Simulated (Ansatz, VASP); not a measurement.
# Cross-check of SiTe2 between VASP and Ansatz, part 2 of 2

One calculation is typed for both programs; each brings its own data sets. How far apart do they land? The cell is taken from a series of runs on this material, whose earlier steps may have relaxed, scaled, displaced or heated it; both programs get it as it stands.

VASP 6.6.1 and Ansatz 0.2.0.

So far: Starting point; Ansatz: zone-centre phonons, LDA.

## 3. VASP: zone-centre phonons, LDA

Level of this step: LDA; plane waves and PAW (Si, Te) (VASP).

The same cell, functional (in two slightly different forms), mesh and smearing now go to VASP, with its own data sets.

Lines of VASP's logs that name or quote its potential files are left out, and so is its time.

The input, INCAR:

```
SYSTEM = SiTe2
PREC = Accurate
ENCUT = 500
EDIFF = 1E-08
NELM = 120
ISMEAR = 1
SIGMA = 0.2
LREAL = .FALSE.
ALGO = Normal
GGA = PW92
NBANDS = 14
LORBIT = 11
LWAVE = .FALSE.
LCHARG = .FALSE.
ISIF = 2
IBRION = 8
LASPH = .TRUE.
GGA_COMPAT = .FALSE.
NELMDL = -8
KPAR = 2
```

The input, POSCAR:

```
SiTe2
1.0
    3.7141666697      0.0000000000      0.0000000000
   -1.8570833348      3.2165626898      0.0000000000
    0.0000000000      0.0000000000     30.4240000000
Si Te
1 2
Direct
    0.0000000000      0.0000000000      0.3286878780
    0.3333333333      0.6666666667      0.3816225242
    0.6666666667      0.3333333333      0.2757532318
```

The input, KPOINTS:

```
Automatic mesh
0
Gamma
18 18 1
0 0 0
```

PAW data sets: Si and Te (LDA family, release 64).

Run with:

```bash
$ mpirun -np 2 vasp_std
```

Numbers of over 12 decimals in the logs are rounded to 6 here.

The program printed:

```text
[banner, memory and clock lines left out]
running    2 mpi-ranks, on    1 nodes
 distrk:  each k-point on    1 cores,    2 groups
 distr:  one band on    1 cores,    1 groups

 POSCAR found type information on POSCAR SiTe
 POSCAR found :  2 types and       3 ions
|                                                                             |
|               ----> ADVICE to this user running VASP <----                  |
|                                                                             |
|     You enforced a specific xc type in the INCAR file but a different       |
|     [... a line on the potential file left out ...]
|     I HOPE YOU KNOW WHAT YOU ARE DOING!                                     |
|                                                                             |

 LDA part: xc-table for (Slater(with rela. corr.)+PW92), standard interpolation
 POSCAR, INCAR and KPOINTS ok, starting setup
 FFT: planning ... GRIDC
 FFT: planning ... GRID_SOFT
 FFT: planning ... GRID
 WAVECAR not read
 entering main loop
       N       E                     dE             d eps       ncg     rms          rms(c)
DAV:   1     0.105695731977E+03    0.10570E+03   -0.42792E+03  1036   0.733E+02
DAV:   2    -0.294117867210E+01   -0.10864E+03   -0.10184E+03  1780   0.125E+02
DAV:   3    -0.131338788806E+02   -0.10193E+02   -0.99887E+01  1402   0.490E+01
DAV:   4    -0.134504589425E+02   -0.31658E+00   -0.31564E+00  1398   0.107E+01
DAV:   5    -0.134628606875E+02   -0.12402E-01   -0.12401E-01  1724   0.222E+00
DAV:   6    -0.134630085425E+02   -0.14786E-03   -0.14785E-03  1498   0.198E-01
DAV:   7    -0.134630144409E+02   -0.58984E-05   -0.58982E-05  1728   0.370E-02
DAV:   8    -0.134630145654E+02   -0.12449E-06   -0.12459E-06  1500   0.410E-03    0.977E+00
DAV:   9    -0.133534918437E+02    0.10952E+00   -0.93500E-02  1348   0.207E+00    0.531E+00
DAV:  10    -0.133207705862E+02    0.32721E-01   -0.72696E-02  1378   0.152E+00    0.532E-01
DAV:  11    -0.133202327052E+02    0.53788E-03   -0.78975E-03  1354   0.573E-01    0.287E-01
DAV:  12    -0.133202609810E+02   -0.28276E-04   -0.81423E-04  1684   0.169E-01    0.161E-01
DAV:  13    -0.133205075607E+02   -0.24658E-03   -0.41809E-04  1264   0.108E-01    0.907E-02
DAV:  14    -0.133205284460E+02   -0.20885E-04   -0.55432E-05  1276   0.481E-02    0.251E-02
[...]
DAV:  22    -0.133212213358E+02   -0.28189E-05   -0.73055E-08  1354   0.743E-04    0.514E-04
DAV:  23    -0.133212235835E+02   -0.22476E-05   -0.41857E-08  1354   0.610E-04    0.266E-04
DAV:  24    -0.133212244558E+02   -0.87236E-06   -0.96542E-09  1202   0.340E-04    0.252E-04
DAV:  25    -0.133212248289E+02   -0.37313E-06   -0.20828E-09  1060   0.183E-04    0.225E-04
DAV:  26    -0.133212249449E+02   -0.11593E-06   -0.74331E-11  1022   0.108E-04    0.900E-05
DAV:  27    -0.133212249793E+02   -0.34433E-07    0.35181E-10   986   0.589E-05    0.408E-05
DAV:  28    -0.133212249915E+02   -0.12193E-07    0.54050E-10   962   0.314E-05    0.299E-05
DAV:  29    -0.133212249949E+02   -0.33795E-08    0.57675E-10   986   0.161E-05
   1 F= -.13321225E+02 E0= -.13321230E+02  d E =0.153881E-04
 Linear response reoptimize wavefunctions to high precision
DAV:   1    -0.133212249956E+02   -0.73123E-09    0.58504E-10   926   0.952E-06
DAV:   2    -0.133212249956E+02   -0.26830E-10    0.59091E-10  1112   0.479E-06
 Linear response DOF=           4
 Linear response progress:
  Degree of freedom:   1/  4
       N       E                     dE             d eps       ncg     rms          rms(c)
RMM:   1    -0.196754961376E-01   -0.19675E-01    0.95003E-03  6218   0.874E-01
RMM:   2    -0.170089032848E-01    0.26666E-02   -0.15106E-03  4099   0.221E-01    0.102E-01
RMM:   3    -0.170475123141E-01   -0.38609E-04   -0.85100E-05  4119   0.563E-02    0.567E-02
RMM:   4    -0.171364731917E-01   -0.88961E-04   -0.36088E-05  4098   0.303E-02    0.563E-03
RMM:   5    -0.171264641588E-01    0.10009E-04   -0.16667E-06  4356   0.798E-03    0.248E-03
RMM:   6    -0.171184522682E-01    0.80119E-05   -0.17793E-07  4471   0.229E-03    0.100E-03
RMM:   7    -0.171190205141E-01   -0.56825E-06   -0.17611E-08  4385   0.716E-04    0.250E-04
RMM:   8    -0.171195717653E-01   -0.55125E-06   -0.72424E-09  4648   0.211E-04    0.615E-05
RMM:   9    -0.171195987830E-01   -0.27018E-07   -0.81744E-09  4486   0.765E-05    0.411E-05
RMM:  10    -0.171196163423E-01   -0.17559E-07   -0.26605E-09  4758   0.293E-05    0.400E-06
RMM:  11    -0.171196173808E-01   -0.10385E-08   -0.28006E-10  4576   0.112E-05    0.258E-06
 first order change of Fermi-energy  -0.12528E-03
 force on displaced ion       1 direction 1 :  -4.043   0.000   0.000
 Linear response progress:
  Degree of freedom:   2/  4
       N       E                     dE             d eps       ncg     rms          rms(c)
RMM:   1    -0.362717546511E-01   -0.36272E-01    0.35980E-02  2680   0.102E+00
RMM:   2    -0.313549382279E-01    0.49168E-02   -0.27702E-03  1666   0.317E-01    0.172E-01
RMM:   3    -0.313147016268E-01    0.40237E-04   -0.17102E-04  1808   0.814E-02    0.818E-02
RMM:   4    -0.313029676580E-01    0.11734E-04   -0.61038E-05  1709   0.374E-02    0.259E-02
RMM:   5    -0.313033207571E-01   -0.35310E-06   -0.72961E-06  1838   0.124E-02    0.911E-03
RMM:   6    -0.313108560900E-01   -0.75353E-05   -0.79360E-07  1816   0.519E-03    0.255E-03
RMM:   7    -0.313111796809E-01   -0.32359E-06   -0.15617E-07  1846   0.190E-03    0.624E-04
RMM:   8    -0.313113437152E-01   -0.16403E-06   -0.13157E-08  1888   0.574E-04    0.356E-04
RMM:   9    -0.313114828785E-01   -0.13916E-06   -0.20639E-08  1906   0.454E-04    0.109E-04
RMM:  10    -0.313114851067E-01   -0.22283E-08    0.19203E-09  1912   0.880E-05    0.478E-05
 first order change of Fermi-energy   0.35501E-03
 force on displaced ion       1 direction 3 :  -0.000  -0.000  -8.678
 Linear response progress:
  Degree of freedom:   3/  4
       N       E                     dE             d eps       ncg     rms          rms(c)
RMM:   1    -0.419350070377E-01   -0.41935E-01    0.30049E-02 11100   0.106E+00
RMM:   2    -0.413030502549E-01    0.63196E-03   -0.21201E-03  7420   0.286E-01    0.710E-02
RMM:   3    -0.413540618356E-01   -0.51012E-04   -0.13255E-04  7548   0.696E-02    0.513E-02
RMM:   4    -0.414149405228E-01   -0.60879E-04   -0.20768E-05  7679   0.271E-02    0.147E-02
RMM:   5    -0.414397135343E-01   -0.24773E-04   -0.18234E-06  7937   0.880E-03    0.345E-03
RMM:   6    -0.414366012068E-01    0.31123E-05   -0.24990E-07  8172   0.262E-03    0.571E-04
RMM:   7    -0.414357136266E-01    0.88758E-06   -0.78298E-08  8500   0.748E-04    0.257E-04
RMM:   8    -0.414360931417E-01   -0.37952E-06   -0.24407E-08  8399   0.316E-04    0.608E-05
RMM:   9    -0.414361760016E-01   -0.82860E-07    0.29987E-08  8537   0.108E-04    0.236E-05
RMM:  10    -0.414361453312E-01    0.30670E-07   -0.53845E-09  8577   0.414E-05    0.733E-06
RMM:  11    -0.414361565912E-01   -0.11260E-07   -0.26989E-09  8561   0.156E-05    0.337E-06
RMM:  12    -0.414361623363E-01   -0.57450E-08   -0.28686E-09  8534   0.701E-06    0.103E-06
 first order change of Fermi-energy   0.21077E-04
 force on displaced ion       2 direction 1 :  -2.706   0.003   0.002
 Linear response progress:
  Degree of freedom:   4/  4
       N       E                     dE             d eps       ncg     rms          rms(c)
RMM:   1    -0.839047341547E-01   -0.83905E-01    0.43266E-02  2499   0.113E+00
RMM:   2    -0.821225236273E-01    0.17822E-02   -0.28761E-03  1689   0.328E-01    0.101E-01
RMM:   3    -0.820248810358E-01    0.97643E-04   -0.23321E-04  1770   0.857E-02    0.742E-02
RMM:   4    -0.819648924199E-01    0.59989E-04   -0.45195E-05  1741   0.333E-02    0.385E-02
RMM:   5    -0.819407507297E-01    0.24142E-04   -0.19046E-05  1800   0.203E-02    0.989E-03
RMM:   6    -0.819399259748E-01    0.82475E-06   -0.10645E-06  1794   0.634E-03    0.732E-03
RMM:   7    -0.819406143787E-01   -0.68840E-06   -0.40626E-07  1866   0.255E-03    0.138E-03
RMM:   8    -0.819419173238E-01   -0.13029E-05   -0.34549E-08  1848   0.846E-04    0.143E-03
RMM:   9    -0.819448468658E-01   -0.29295E-05   -0.13336E-07  1882   0.119E-03    0.724E-04
RMM:  10    -0.819449235518E-01   -0.76686E-07   -0.17979E-08  1904   0.248E-04    0.326E-04
RMM:  11    -0.819467964089E-01   -0.18729E-05   -0.77323E-08  1910   0.621E-04    0.303E-04
RMM:  12    -0.819472886213E-01   -0.49221E-06   -0.50779E-08  2024   0.251E-04    0.219E-04
RMM:  13    -0.819473915006E-01   -0.10288E-06   -0.32135E-08  2019   0.238E-04    0.285E-05
RMM:  14    -0.819474832333E-01   -0.91733E-07   -0.22210E-08  2063   0.143E-04    0.785E-05
RMM:  15    -0.819475170749E-01   -0.33842E-07    0.91200E-10  2017   0.102E-04    0.415E-05
RMM:  16    -0.819475412187E-01   -0.24144E-07    0.10776E-08  2039   0.367E-05    0.124E-05
RMM:  17    -0.819475722943E-01   -0.31076E-07    0.30612E-09  2026   0.382E-05    0.817E-06
RMM:  18    -0.819475815383E-01   -0.92440E-08   -0.17380E-09  1929   0.143E-05    0.114E-05
 first order change of Fermi-energy   0.11475E+01
 force on displaced ion       2 direction 3 :   0.000  -0.000  -7.423
 Linear response finished
```

Parts of OUTCAR (step 3):

```text
ion  position               nearest neighbor table
   1  0.000  0.000  0.329-   3 2.68   2 2.68   3 2.68   2 2.68   3 2.68   2 2.68
   2  0.333  0.667  0.382-   1 2.68   1 2.68   1 2.68
   3  0.667  0.333  0.276-   1 2.68   1 2.68   1 2.68

  LATTYP: Found a hexagonal cell.
 ALAT       =     3.7141666697
 C/A-ratio  =     8.1913394593

 Subroutine GETGRP returns: Found 12 space group operations
 (whereof  6 operations were pure point group operations)

The static configuration has the point symmetry C_3v.
 The point group associated with its full space group is D_3d.

 Found     37 irreducible k-points:

   k-points           NKPTS =     37   k-points in BZ     NKDIM =     37   number of bands    NBANDS=     14

   dimension x,y,z NGX =    28 NGY =   28 NGZ =  224
   dimension x,y,z NGXF=    56 NGYF=   56 NGZF=  448

   ENCUT  =  500.0 eV  36.75 Ry    6.06 a.u.   6.77  6.77 55.47*2*pi/ulx,y,z

   NELECT =      16.0000    total number of electrons

 k-points in reciprocal lattice and weights: Automatic mesh
   0.00000000  0.00000000  0.00000000       0.003
   0.05555556  0.00000000  0.00000000       0.019
   0.11111111  0.00000000  0.00000000       0.019
   0.16666667 -0.00000000  0.00000000       0.019
   0.22222222 -0.00000000  0.00000000       0.019
   0.27777778  0.00000000  0.00000000       0.019
   0.33333333  0.00000000  0.00000000       0.019
   0.38888889 -0.00000000  0.00000000       0.019
   0.44444444 -0.00000000  0.00000000       0.019
[...]
0.33333333  0.27777778  0.00000000       0.037
   0.33333333  0.33333333  0.00000000       0.006

 average (electrostatic) potential at core
       1 -94.0991       2 -97.5160       3 -97.5160

  Total        0.0708407      0.0708407      0.1113774      0.0000000     -0.0000000      0.0000000
  in kB        0.3122651      0.3122651      0.4909507      0.0000000     -0.0000000      0.0000000
  external PRESSURE =       0.3718270 kB  Pullay stress =       0.0000000 kB

  energy-cutoff  :      500.00
  volume of cell :      363.47
      direct lattice vectors                 reciprocal lattice vectors
     3.714166670  0.000000000  0.000000000     0.269239398  0.155445439  0.000000000
    -1.857083335  3.216562690  0.000000000     0.000000000  0.310890878  0.000000000
     0.000000000  0.000000000 30.424000000     0.000000000  0.000000000  0.032868788

 POSITION                                       TOTAL-FORCE (eV/Angst)
 -----------------------------------------------------------------------------------
      0.00000      0.00000     10.00000        -0.000000     -0.000000      0.000000
     -0.00000      2.14438     11.61048        -0.000000      0.000000      0.035834
      1.85708      1.07219      8.38952         0.000000     -0.000000     -0.035834
 -----------------------------------------------------------------------------------
    total drift:                               -0.000000      0.000000      0.000001

 Eigenvectors and eigenvalues of the dynamical matrix
 ----------------------------------------------------

   1 f  =    9.155797 THz    57.527567 2PiTHz  305.404503 cm-1    37.865315 meV
             X         Y         Z           dx          dy          dz
      0.000000  0.000000 10.000000    -0.000000   -0.000000    0.949119
     -0.000000  2.144375 11.610484     0.000000    0.000000   -0.222680
      1.857083  1.072188  8.389516     0.000000    0.000000   -0.222680

   2 f  =    6.250821 THz    39.275069 2PiTHz  208.504956 cm-1    25.851308 meV
             X         Y         Z           dx          dy          dz
      0.000000  0.000000 10.000000     0.876012    0.364685    0.000000
     -0.000000  2.144375 11.610484    -0.206028   -0.085770    0.000000
      1.857083  1.072188  8.389516    -0.206028   -0.085770   -0.000000

   3 f  =    6.250821 THz    39.275069 2PiTHz  208.504956 cm-1    25.851308 meV
             X         Y         Z           dx          dy          dz
      0.000000  0.000000 10.000000     0.364685   -0.876012    0.000000
     -0.000000  2.144375 11.610484    -0.085770    0.206028    0.000000
      1.857083  1.072188  8.389516    -0.085770    0.206028   -0.000000

   4 f  =    4.485648 THz    28.184160 2PiTHz  149.625126 cm-1    18.551143 meV
             X         Y         Z           dx          dy          dz
      0.000000  0.000000 10.000000     0.000000   -0.000000    0.000000
     -0.000000  2.144375 11.610484    -0.000000    0.000000   -0.707107
      1.857083  1.072188  8.389516     0.000000   -0.000000    0.707107

   5 f  =    2.544159 THz    15.985423 2PiTHz   84.864015 cm-1    10.521792 meV
             X         Y         Z           dx          dy          dz
      0.000000  0.000000 10.000000     0.000000   -0.000000    0.000000
     -0.000000  2.144375 11.610484     0.652792    0.271778    0.000000
      1.857083  1.072188  8.389516    -0.652792   -0.271778    0.000000

   6 f  =    2.544159 THz    15.985423 2PiTHz   84.864015 cm-1    10.521792 meV
             X         Y         Z           dx          dy          dz
      0.000000  0.000000 10.000000    -0.000000   -0.000000   -0.000000
     -0.000000  2.144375 11.610484    -0.271778    0.652792   -0.000000
      1.857083  1.072188  8.389516     0.271778   -0.652792   -0.000000

   7 f/i=    0.000500 THz     0.003143 2PiTHz    0.016687 cm-1     0.002069 meV
             X         Y         Z           dx          dy          dz
      0.000000  0.000000 10.000000    -0.000000    0.000000    0.314918
     -0.000000  2.144375 11.610484    -0.000000    0.000000    0.671128
      1.857083  1.072188  8.389516    -0.000000    0.000000    0.671128

   8 f/i=    0.004881 THz     0.030666 2PiTHz    0.162803 cm-1     0.020185 meV
             X         Y         Z           dx          dy          dz
      0.000000  0.000000 10.000000    -0.030150   -0.314163    0.000000
     -0.000000  2.144375 11.610484    -0.064098   -0.667898    0.000000
      1.857083  1.072188  8.389516    -0.064098   -0.667898    0.000000

   9 f/i=    0.004881 THz     0.030666 2PiTHz    0.162803 cm-1     0.020185 meV
             X         Y         Z           dx          dy          dz
      0.000000  0.000000 10.000000    -0.314163    0.030150   -0.000000
     -0.000000  2.144375 11.610484    -0.667898    0.064098   -0.000000
      1.857083  1.072188  8.389516    -0.667898    0.064098   -0.000000

 ELASTIC MODULI CONTR FROM IONIC RELAXATION (kBar)
 Direction    XX          YY          ZZ          XY          YZ          ZX
 --------------------------------------------------------------------------------
 XX         -34.1036     -4.6799    -68.1051     -0.0000     22.7481      0.0000
 YY          -4.6799    -34.1036    -68.1051     -0.0000    -22.7481     -0.0000
 ZZ         -68.1051    -68.1051   -239.1892     -0.0000     -0.0000      0.0000
 XY          -0.0000     -0.0000     -0.0000    -14.7119     -0.0000     37.5584
 YZ          22.7481    -22.7481     -0.0000     -0.0000    -35.1741     -0.0000
 ZX           0.0000     -0.0000      0.0000     37.5584     -0.0000    -95.8841
 --------------------------------------------------------------------------------
```

## 4. Comparison

Known differences besides the potentials themselves: Ansatz cuts the interaction across the vacuum, VASP repeats the sheet without a dipole correction; the data sets hold 36 valence electrons in Ansatz (on its PAW soft_1 files) and 16 in VASP; the cutoff is 420 eV in Ansatz and 500 eV in VASP; VASP's log shows a relativistic correction to its local exchange, Ansatz's none. Total energies have different zeros and are not compared.

Both answers:

| quantity | Ansatz | VASP | difference |
| --- | --- | --- | --- |
| optical mode 1 to 2 (cm⁻¹) | 84.2 | 84.9 | -0.75 % |
| optical mode 3 (cm⁻¹) | 148.7 | 149.6 | -0.60 % |
| optical mode 4 to 5 (cm⁻¹) | 205.4 | 208.5 | -1.49 % |
| optical mode 6 (cm⁻¹) | 302.6 | 305.4 | -0.92 % |

Modes are paired by rising frequency, not by their patterns, so a pair may set unlike modes beside each other; they are those without the splitting of longitudinal modes. Where the cell holds vacuum, a pressure given here is an average over it and none of the material.

## 5. Outcome

| Quantity | Value |
| --- | --- |
| r.m.s. difference of the optical zone-centre modes, each program's sorted by frequency (zone-centre phonons, LDA) | 2.2 cm⁻¹ |
| difference in optical mode 4 to 5 (zone-centre phonons, LDA) | -1.5 % |

The r.m.s. difference of the optical zone-centre modes, each program's sorted by frequency is 2.2 cm⁻¹ (zone-centre phonons, LDA). The data sets hold unlike numbers of valence electrons (36 in Ansatz and 16 in VASP), so part of the differences may come from the potentials. Among the rows given in per cent, the largest difference of the zone-centre phonons, LDA pair is in optical mode 4 to 5, -1.5 %. How closely two codes agree says nothing of how well the functional describes the real material.

[Lines on the potential files, build, host, timing and source positions are cut from VASP's logs without a mark.]

[Logs are printed without paths, hosts, clocks, repeated set-up lines and the standing remarks that a program may print on its own settings, such as how far it seeks lower states.]

[Hosts, paths, dates, database ids (printed as entryN), source tags and the programs' standing remarks are cut or masked in the printed files.]
